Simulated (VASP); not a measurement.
Write the native input for VASP 6.6.1 that does the following.

```yaml
Task: relaxation of cell and atoms
Functional: PBE
Potentials_or_basis: VASP PAW PBE potentials, release 64 (Sr_sv, Zr_sv, O)
Cutoff: 520 eV
k_mesh: 4 × 4 × 2
Occupations: gaussian, width 0.15 eV
Spin: no spin polarisation
Further_INCAR_settings: PREC = Normal; ALGO = Fast; EDIFF = 0.0001; IBRION = 2; EDIFFG = -0.08; NSW = 24; ISIF = 3
```

The structure of SrZr2O3 lies in POSCAR:

```
SrZr2O3
1.0
    3.9018175600      0.0000000000      0.0000000000
   -1.9509087800      3.3790731300      0.0000000000
    0.0000000000      0.0000000000      8.2667136900
Sr Zr O
1 2 3
Direct
    0.0000000000      0.0000000000      0.0000000000
    0.3333333300      0.6666666700      0.5000000000
    0.6666666700      0.3333333300      0.5000000000
    0.0000000000      0.0000000000      0.2615136000
    0.0000000000      0.0000000000      0.7384864000
    0.0000000000      0.0000000000      0.5000000000
```

The cell was built by a generator and needn't be a form met in nature.

One way to write it, as run:

INCAR

```
ALGO     = Fast           # electronic algorithm
EDIFF    = 1E-4           # SCF threshold, eV
EDIFFG   = -0.08          # ionic threshold
ENCUT    = 520            # plane-wave cutoff, eV
GGA      = PE             # functional
IBRION   = 2              # ionic algorithm
ISIF     = 3              # what is computed and relaxed
ISMEAR   = 0              # smearing method
KPAR     = 2            
LASPH    = T              # aspherical terms in the spheres
LCHARG   = F              # write CHGCAR
LREAL    = F              # projectors in reciprocal space
LWAVE    = F              # write WAVECAR
NELM     = 60             # most SCF steps
NSW      = 24             # ionic steps
PREC     = Normal         # precision mode
SIGMA    = 0.15           # smearing width, eV
```

KPOINTS

```
k-points
0
Gamma
  4 4 2
```

Potentials or basis: VASP PAW PBE potentials, release 64 (Sr_sv, Zr_sv, O).

Run with:

```sh
$ cat potpaw_PBE.64/Sr_sv/POTCAR potpaw_PBE.64/Zr_sv/POTCAR potpaw_PBE.64/O/POTCAR > POTCAR
$ mpirun -np 2 vasp_std > vasp.out
```

It gave:

| Quantity | Value |
| --- | --- |
| Relaxed volume | 22.71 Å³/atom |
| Relaxed cell | a = 4.252 Å, b = 4.252 Å, c = 8.702 Å, α = 90.00°, β = 90.00°, γ = 120.00° |
| Space group after relaxing (to 0.05 Å) | P6/mmm (No. 191) |
| Energy gained by relaxing | 291.2 meV/atom |
| Ionic steps | 12 |
| Pressure after relaxing | 0.1 GPa |
| Largest force after relaxing | 0.022 eV/Å |
| Band gap on the k mesh | none (metal or under the smearing width) |

Caveat: the k mesh is coarse (spacing up to 0.46 Å⁻¹), so the values aren't converged; the volume moved by over 15 % at a fixed basis, so the end points are rough; the relaxation stopped at a loose force limit of 0.08 eV/Å, so its end isn't a converged minimum.

It took 80 s on 2 MPI ranks on Intel(R) Xeon(R) 6975P-C (Granite Rapids), on a shared host, peak memory 0.18 GiB a rank.
